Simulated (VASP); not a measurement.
A convergence study with VASP on CuI (zinc blende): a few settings are varied, all else stays as given below, so the limit is that of these other settings.

```xyz
2
Lattice="0.0000 3.0250 3.0250 3.0250 0.0000 3.0250 3.0250 3.0250 0.0000" Properties=species:S:1:pos:R:3 pbc="T T T"
Cu     0.0000     0.0000     0.0000
I      1.5125     1.5125     1.5125
```

The numbers are results of PBE GGA, VASP's PBE PAW potentials (set 64) (plane waves; VASP), not measurements. The last row used: 550 eV cut-off, 15×15×15 Γ-centred mesh, second-order Methfessel-Paxton smearing of 0.40 eV, potentials Cu I.

Gaps are read on the run's mesh, which can miss a band edge.

```csv
setting,E (eV/atom),pressure (GPa),gap on the mesh (eV),irreducible k-points
"ISMEAR = -1, SIGMA = 0.01, 4×4×4 mesh",-2.7632,0.87,1.157,8
"ISMEAR = -1, SIGMA = 0.1, 4×4×4 mesh",-2.7632,0.87,1.157,8
"ISMEAR = 0, SIGMA = 0.01, 4×4×4 mesh",-2.7632,0.87,1.157,8
"ISMEAR = 0, SIGMA = 0.2, 4×4×4 mesh",-2.7632,0.87,1.157,8
"ISMEAR = 1, SIGMA = 0.05, 4×4×4 mesh",-2.7632,0.87,1.157,8
"ISMEAR = 1, SIGMA = 0.2, 4×4×4 mesh",-2.7630,0.87,1.157,8
"ISMEAR = 2, SIGMA = 0.05, 4×4×4 mesh",-2.7632,0.87,1.157,8
"ISMEAR = 2, SIGMA = 0.2, 4×4×4 mesh",-2.7630,0.87,1.157,8
"ISMEAR = -1, SIGMA = 0.01, 9×9×9 mesh",-2.7806,0.64,1.161,35
"ISMEAR = -1, SIGMA = 0.2, 9×9×9 mesh",-2.7801,0.65,1.162,35
"ISMEAR = 0, SIGMA = 0.01, 9×9×9 mesh",-2.7806,0.64,1.161,35
"ISMEAR = 0, SIGMA = 0.4, 9×9×9 mesh",-2.7805,0.64,1.161,35
"ISMEAR = 1, SIGMA = 0.05, 9×9×9 mesh",-2.7806,0.64,1.161,35
"ISMEAR = 1, SIGMA = 0.4, 9×9×9 mesh",-2.7809,0.57,1.160,35
"ISMEAR = 2, SIGMA = 0.05, 9×9×9 mesh",-2.7806,0.64,1.161,35
"ISMEAR = 2, SIGMA = 0.4, 9×9×9 mesh",-2.7804,0.63,1.161,35
"ISMEAR = -1, SIGMA = 0.05, 15×15×15 mesh",-2.7806,0.64,1.161,120
"ISMEAR = -1, SIGMA = 0.2, 15×15×15 mesh",-2.7801,0.65,1.162,120
"ISMEAR = 0, SIGMA = 0.1, 15×15×15 mesh",-2.7806,0.64,1.161,120
"ISMEAR = 0, SIGMA = 0.4, 15×15×15 mesh",-2.7806,0.64,1.161,120
"ISMEAR = 1, SIGMA = 0.1, 15×15×15 mesh",-2.7806,0.64,1.161,120
"ISMEAR = 1, SIGMA = 0.4, 15×15×15 mesh",-2.7808,0.57,1.160,120
"ISMEAR = 2, SIGMA = 0.1, 15×15×15 mesh",-2.7806,0.64,1.161,120
"ISMEAR = 2, SIGMA = 0.4, 15×15×15 mesh",-2.7804,0.63,1.161,120
```

Left out are rungs that failed or repeat a setting and relaxations that didn't move; long series are thinned to 24 rows.

The compound is CuI in the zinc blende structure. The cell was not relaxed at this level.
